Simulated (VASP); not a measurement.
Energy against volume of CuZn (CsCl type). Computed with PBE GGA with D3 dispersion (Becke-Johnson damping), VASP's PBE PAW potentials (set 64) (plane waves; VASP). Numerical set-up: 520 eV cut-off, 12×12×12 Γ-centred mesh, first-order Methfessel-Paxton smearing of 0.10 eV, potentials Zn Cu.

```csv
V (Å³/atom),E (eV/atom)
11.625,-2.99028
11.996,-3.00740
12.367,-3.01334
12.738,-3.00991
```

Task: Fit these four points and predict the energy of the run at 13.109 Å³/atom.

Result: A cubic in V^(−2/3), the third-order Birch-Murnaghan form, passes through the four points with V0 = 12.41 Å³/atom and B0 = 132 GPa, and gives -2.9986 eV/atom there. The run gave -2.9987 eV/atom, -0.0 meV/atom from the fit; all five points give B0 = 132 GPa.

The compound is CuZn in the CsCl type structure. It was relaxed first.
